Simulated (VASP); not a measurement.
Given:

```xyz
8
Lattice="3.9848 0.0000 0.0000 0.0000 4.3378 0.0000 0.0000 0.0000 11.1000" Properties=species:S:1:pos:R:3 pbc="T T T"
Sn     1.9924     1.5015     4.3406
Sn     1.9924     2.8363     9.8906
Ge     0.0000     0.5895     6.9149
Ge     0.0000     3.7483     1.3649
Se     0.0000     0.9582     9.4132
Se     0.0000     3.3797     3.8632
Se     1.9924     1.0805     1.5313
Se     1.9924     3.2573     7.0813
```

Method: PBEsol GGA, VASP's PBE PAW potentials (set 64) (plane waves; VASP). Settings: 400 eV cut-off, 6×6×3 Γ-centred mesh, tetrahedra with Blöchl corrections, potentials Sn_d Ge_d Se.

The cores are frozen, which limits the accuracy of field gradients. Without a dispersion term in the relaxation, distances and binding between the weakly bound layers, chains or molecules are unreliable, and so is what depends on them.

Give the principal components of the electric field gradient (V/Å²) and the asymmetry η at each nucleus.

```
atom    Vxx    Vyy    Vzz     η
----  -----  -----  -----  ----
Sn1    50.8   12.0  -62.8  0.62
Sn2    50.8   12.0  -62.8  0.62
Ge3    38.7   24.9  -63.7  0.22
Ge4    38.7   24.9  -63.7  0.22
Se5   -41.0  -19.2   60.1  0.36
Se6   -41.0  -19.2   60.1  0.36
Se7    81.9   12.7  -94.6  0.73
Se8    81.9   12.7  -94.6  0.73
```

The structure comes from a computed database's SnGeSe2 entry (Pmc2_1); how it stands against other phases isn't given here. It was relaxed first, which changed the volume by -9 %.
